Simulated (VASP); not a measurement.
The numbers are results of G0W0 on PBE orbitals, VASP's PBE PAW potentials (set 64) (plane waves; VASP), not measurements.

The input files of a VASP run:

**INCAR**
```
SYSTEM = GaN
PREC = Normal; ENCUT = 500; LREAL = .False.
LASPH = .True.; NBANDS = 240
ALGO = EVGW0
ISMEAR = 0; SIGMA = 0.01
GGA = PE
LWAVE = .False.; LCHARG = .False.
NELMGW = 1; NOMEGA = 64; ENCUTGW = 250
NBANDSGW = 17; LSPECTRALGW = .True.
```

KPOINTS:
```
Automatic mesh
0
Gamma
4 4 4
0 0 0
```

File POSCAR:
```
GaN
1
    0.0000000000     2.2600000000     2.2600000000
    2.2600000000     0.0000000000     2.2600000000
    2.2600000000     2.2600000000     0.0000000000
Ga N
1 1
Direct
  0.0000000000   0.0000000000   0.0000000000
  0.2500000000   0.2500000000   0.2500000000
```

POTCAR, in this order: Ga_d_GW N_GW_new (PBE.64 set). Program: vasp_std. Read from the step before: WAVECAR, WAVEDER.

Output

OUTCAR:
```
 ion  position               nearest neighbor table
   1  0.000  0.000  0.000-   2 1.96   2 1.96   2 1.96   2 1.96
   2  0.250  0.250  0.250-   1 1.96   1 1.96   1 1.96   1 1.96
  LATTYP: Found a face centered cubic cell.
 ALAT       =     4.5200000000
 Subroutine PRICEL returns:
 Original cell was already a primitive cell.
 Subroutine GETGRP returns: Found 24 space group operations
The static configuration has the point symmetry T_d .
The dynamic configuration has the point symmetry T_d .
 Subroutine INISYM returns: Found 24 space group operations
 Subroutine IBZKPT returns following result:
 Found      8 irreducible k-points:

 Following reciprocal coordinates:
            Coordinates               Weight
  0.000000  0.000000  0.000000      1.000000
  0.250000  0.000000  0.000000      8.000000
  0.500000  0.000000  0.000000      4.000000
  0.250000  0.250000  0.000000      6.000000
  0.500000  0.250000  0.000000     24.000000
 -0.250000  0.250000  0.000000     12.000000
  0.500000  0.500000  0.000000      3.000000
 -0.250000  0.500000  0.250000      6.000000
 Subroutine IBZKPT_HF returns following result:
...
```

OSZICAR:
```
energies w=
    0.000    0.000    0.561    0.000    1.120    0.000    1.676    0.000
    2.229    0.000    2.778    0.000    3.320    0.000    3.856    0.000
    4.385    0.000    4.908    0.000    5.422    0.000    5.930    0.000
    6.430    0.000    6.924    0.000    7.412    0.000    7.894    0.000
    8.371    0.000    8.843    0.000    9.313    0.000    9.780    0.000
   10.245    0.000   10.710    0.000   11.175    0.000   11.642    0.000
   12.111    0.000   12.585    0.000   13.065    0.000   13.551    0.000
   14.046    0.000   14.550    0.000   15.067    0.000   15.598    0.000
   16.144    0.000   16.709    0.000   17.296    0.000   17.906    0.000
   18.546    0.000   19.217    0.000   19.924    0.000   20.672    0.000
   21.468    0.000   22.319    0.000   23.232    0.000   24.219    0.000
   25.290    0.000   26.460    0.000   27.748    0.000   29.172    0.000
   30.762    0.000   32.549    0.000   34.578    0.000   36.904    0.000
   39.600    0.000   42.765    0.000   46.536    0.000   51.107    0.000
   56.762    0.000   63.936    0.000   73.329    0.000   86.142    0.000
  104.632    0.000  133.584    0.000  185.250    0.000  303.211    0.000
NQ=   1    0.0000    0.0000    0.0000,
 performed        331000 updates of chi_q(r,r)
NQ=   2    0.2500    0.0000    0.0000,
 performed        890000 updates of chi_q(r,r)
NQ=   3    0.5000    0.0000    0.0000,
 performed       1384000 updates of chi_q(r,r)
NQ=   4    0.2500    0.2500    0.0000,
 performed       1943000 updates of chi_q(r,r)
NQ=   5    0.5000    0.2500    0.0000,
 performed       2682000 updates of chi_q(r,r)
NQ=   6   -0.2500    0.2500    0.0000,
 performed       3356000 updates of chi_q(r,r)
NQ=   7    0.5000    0.5000    0.0000,
 performed       3801000 updates of chi_q(r,r)
NQ=   8   -0.2500    0.5000    0.2500,
 performed       4344000 updates of chi_q(r,r)
 resolving degeneracies of screened two electron integrals
```

### OUTCAR
```


 k-point   1 :       0.0000    0.0000    0.0000
  band No.  KS-energies  QP-energies   sigma(KS)   V_xc(KS)     V^pw_x(r,r')   Z            occupation Imag(sigma)

      1     -10.1832     -11.3226     -16.6051     -14.8377     -24.5368       0.6447       2.0000       1.0322
      2      -7.8425     -10.4490     -25.1520     -21.4956     -34.8235       0.7129       2.0000       0.2090
      3      -7.8425     -10.4490     -25.1520     -21.4956     -34.8235       0.7129       2.0000       0.2090
      4      -7.8425     -10.4490     -25.1520     -21.4956     -34.8235       0.7129       2.0000       0.2090
      5      -7.5369     -10.2307     -25.5579     -21.8058     -35.2006       0.7180       2.0000       0.1533
      6      -7.5369     -10.2307     -25.5579     -21.8058     -35.2006       0.7180       2.0000       0.1533
      7       5.6858       4.8970     -18.7451     -17.6852     -21.4827       0.7443       2.0000       0.0827
      8       5.6858       4.8970     -18.7451     -17.6852     -21.4827       0.7443       2.0000       0.0827
      9       5.6858       4.8970     -18.7451     -17.6852     -21.4827       0.7443       2.0000       0.0827
     10       7.3380       7.6553     -12.9175     -13.3306      -8.7496       0.7681       0.0000      -0.0693
     11      15.8857      16.3284     -10.8088     -11.3854      -5.3098       0.7679       0.0000      -0.1157
     12      15.8857      16.3284     -10.8088     -11.3854      -5.3098       0.7679       0.0000      -0.1157
     13      15.8857      16.3284     -10.8088     -11.3854      -5.3098       0.7679       0.0000      -0.1157
     14      23.1581      23.5016      -9.2641      -9.7242      -2.6890       0.7467       0.0000      -0.4670
     15      24.3703      24.4353      -9.4954      -9.5814      -2.9540       0.7563       0.0000      -0.6551
     16      24.3703      24.4353      -9.4954      -9.5814      -2.9540       0.7563       0.0000      -0.6551
     17      24.3703      24.4353      -9.4954      -9.5814      -2.9540       0.7563       0.0000      -0.6551

 k-point   2 :       0.2500    0.0000    0.0000
  band No.  KS-energies  QP-energies   sigma(KS)   V_xc(KS)     V^pw_x(r,r')   Z            occupation Imag(sigma)

      1      -9.6636     -11.0285     -18.2832     -16.2385     -26.4537       0.6675       2.0000       0.8959
      2      -7.7841     -10.4027     -25.2296     -21.5617     -34.9100       0.7139       2.0000       0.2054
      3      -7.7841     -10.4027     -25.2296     -21.5617     -34.9100       0.7139       2.0000       0.2054
      4      -7.5322     -10.2277     -25.5582     -21.8100     -35.2118       0.7191       2.0000       0.1558
      5      -7.5322     -10.2277     -25.5582     -21.8100     -35.2118       0.7191       2.0000       0.1558
      6      -7.4640      -9.8503     -23.7651     -20.4161     -32.9785       0.7125       2.0000       0.3129
      7       1.8278       0.8552     -16.4357     -15.0998     -19.8647       0.7281       2.0000       0.1279
      8       5.1684       4.3393     -18.2957     -17.1808     -21.0995       0.7435       2.0000       0.0859
      9       5.1684       4.3393     -18.2957     -17.1808     -21.0995       0.7435       2.0000       0.0859
     10       9.6784      10.0853     -13.1332     -13.6676      -8.5568       0.7614       0.0000      -0.0781
     11      14.3924      14.8704     -12.1483     -12.7849      -6.6460       0.7509       0.0000      -0.1168
     12      16.3432      16.7827     -11.0450     -11.6222      -5.4202       0.7614       0.0000      -0.1374
     13      16.3432      16.7827     -11.0450     -11.6222      -5.4202       0.7614       0.0000      -0.1374
     14      21.5856      21.6555      -9.0464      -9.1386      -2.8205       0.7576       0.0000      -0.4515
     15      22.3775      22.6537     -10.4358     -10.7962      -4.5054       0.7664       0.0000      -0.3588
     16      22.3775      22.6537     -10.4358     -10.7962      -4.5054       0.7664       0.0000      -0.3588
     17      28.1082      28.5564     -10.3657     -10.9475      -3.1211       0.7703       0.0000      -0.9434

 k-point   3 :       0.5000    0.0000    0.0000
  band No.  KS-energies  QP-energies   sigma(KS)   V_xc(KS)     V^pw_x(r,r')   Z            occupation Imag(sigma)

      1      -9.3345     -11.0705     -20.7183     -18.1775     -29.4234       0.6832       2.0000       0.6741
      2      -7.7589     -10.3891     -25.2498     -21.5695     -34.9143       0.7147       2.0000       0.1979
      3      -7.7589     -10.3891     -25.2498     -21.5695     -34.9143       0.7147       2.0000       0.1979
      4      -7.4913     -10.1850     -25.6270     -21.8811     -35.3176       0.7191       2.0000       0.1608
      5      -7.4913     -10.1850     -25.6270     -21.8811     -35.3176       0.7191       2.0000       0.1608
      6      -6.2575      -8.3034     -22.7509     -19.8724     -31.3506       0.7108       2.0000       0.4178
      7      -1.3202      -2.3287     -14.3634     -12.9395     -18.5635       0.7082       2.0000       0.2809
      8       4.7241       3.8624     -17.9725     -16.8116     -20.8541       0.7422       2.0000       0.0895
      9       4.7241       3.8624     -17.9725     -16.8116     -20.8541       0.7422       2.0000       0.0895
     10      10.2377      10.6816     -11.9569     -12.5305      -7.2066       0.7739       0.0000      -0.0800
     11      14.3609      14.8113     -13.4458     -14.0689      -7.5335       0.7227       0.0000      -0.1420
     12      15.9523      16.3320     -10.8344     -11.3295      -5.4253       0.7668       0.0000      -0.1308
     13      15.9523      16.3320     -10.8344     -11.3295      -5.4253       0.7668       0.0000      -0.1308
     14      21.2119      21.3934      -9.7178      -9.9607      -3.2531       0.7474       0.0000      -0.4086
     15      25.1405      25.4663     -11.5807     -12.0131      -4.3665       0.7536       0.0000      -0.7287
     16      25.1405      25.4663     -11.5807     -12.0131      -4.3665       0.7536       0.0000      -0.7287
     17      28.5805      29.1641     -11.4130     -12.1624      -4.2406       0.7787       0.0000      -1.0241

 k-point   4 :       0.2500    0.2500    0.0000
  band No.  KS-energies  QP-energies   sigma(KS)   V_xc(KS)     V^pw_x(r,r')   Z            occupation Imag(sigma)

      1      -9.5175     -10.9690     -18.9485     -16.7899     -27.2525       0.6724       2.0000       0.8422
      2      -7.7059     -10.3380     -25.3406     -21.6607     -35.0461       0.7153       2.0000       0.2026
      3      -7.7059     -10.3380     -25.3406     -21.6607     -35.0461       0.7153       2.0000       0.2026
      4      -7.6792     -10.2851     -24.9245     -21.2829     -34.4383       0.7156       2.0000       0.2003
      5      -7.4998     -10.1985     -25.6049     -21.8523     -35.2657       0.7192       2.0000       0.1536
      6      -7.3260      -9.6813     -23.5882     -20.2886     -32.6960       0.7138       2.0000       0.3191
      7       2.2446       1.3076     -17.0239     -15.7446     -20.3886       0.7325       2.0000       0.1174
      8       4.2077       3.3043     -17.4601     -16.2418     -20.4133       0.7415       2.0000       0.0941
      9       4.2077       3.3043     -17.4601     -16.2418     -20.4133       0.7415       2.0000       0.0941
     10      10.2105      10.5165     -12.8812     -13.2835      -8.3178       0.7605       0.0000      -0.0810
     11      12.9866      13.5478     -11.5005     -12.2275      -6.3670       0.7719       0.0000      -0.0916
     12      17.2294      17.3707     -10.1511     -10.3362      -4.7799       0.7635       0.0000      -0.1663
     13      17.5716      18.0596     -12.0586     -12.7164      -5.8680       0.7418       0.0000      -0.2015
     14      17.5716      18.0596     -12.0586     -12.7164      -5.8680       0.7418       0.0000      -0.2015
     15      26.7630      27.2645     -11.2766     -11.9274      -5.0700       0.7705       0.0000      -0.5389
     16      27.7315      28.2329     -10.8983     -11.5562      -3.7120       0.7619       0.0000      -0.9820
     17      28.4056      28.6115      -9.7148      -9.9779      -2.9600       0.7826       0.0000      -0.9061

 k-point   5 :       0.5000    0.2500    0.0000
  band No.  KS-energies  QP-energies   sigma(KS)   V_xc(KS)     V^pw_x(r,r')   Z            occupation Imag(sigma)

      1      -9.2389     -11.0496     -21.2287     -18.5930     -30.0478       0.6870       2.0000       0.6333
      2      -7.7309     -10.3640     -25.1889     -21.5088     -34.8157       0.7155       2.0000       0.1949
      3      -7.6508     -10.2984     -25.4139     -21.7194     -35.1193       0.7166       2.0000       0.1943
      4      -7.6010     -10.2729     -25.4098     -21.6859     -35.0672       0.7175       2.0000       0.1726
      5      -7.4851     -10.1837     -25.6301     -21.8821     -35.3158       0.7200       2.0000       0.1585
      6      -6.0893      -8.0540     -22.2977     -19.5485     -30.7213       0.7146       2.0000       0.4430
      7      -0.2448      -1.2423     -15.2825     -13.8797     -19.2447       0.7111       2.0000       0.2040
      8       2.5907       1.6187     -16.2160     -14.8936     -19.3891       0.7351       2.0000       0.1122
      9       3.7913       2.8645     -17.1877     -15.9351     -20.2127       0.7399       2.0000       0.0983
     10      11.0138      11.2642     -11.3601     -11.6846      -6.6917       0.7715       0.0000      -0.0850
     11      13.2706      13.9324     -13.6165     -14.5043      -8.2470       0.7454       0.0000      -0.1043
     12      15.9652      16.3464     -12.0265     -12.5376      -6.2775       0.7457       0.0000      -0.1530
     13      17.7709      18.2280     -11.9775     -12.5954      -5.7933       0.7397       0.0000      -0.2184
     14      19.9017      20.2255     -11.4275     -11.8673      -4.8946       0.7361       0.0000      -0.3376
     15      26.6231      26.9964     -11.3811     -11.8712      -4.4026       0.7617       0.0000      -0.7682
     16      27.1334      27.4715     -10.2874     -10.7280      -3.3763       0.7673       0.0000      -0.8506
     17      28.9321      29.4274     -11.2783     -11.9190      -4.2001       0.7732       0.0000      -0.9859

 k-point   6 :      -0.2500    0.2500    0.0000
  band No.  KS-energies  QP-energies   sigma(KS)   V_xc(KS)     V^pw_x(r,r')   Z            occupation Imag(sigma)

...
```
(Selected blocks of OUTCAR.)

The mesh is coarse and the basis finite, so the quasiparticle values are not converged.

The compound is GaN in the zinc blende structure, a metastable form; wurtzite is the usual one. The cell was not relaxed at this level. The k-mesh is coarse (spacing up to 0.60 per Å, 2π included), so the numbers may not be converged in it.
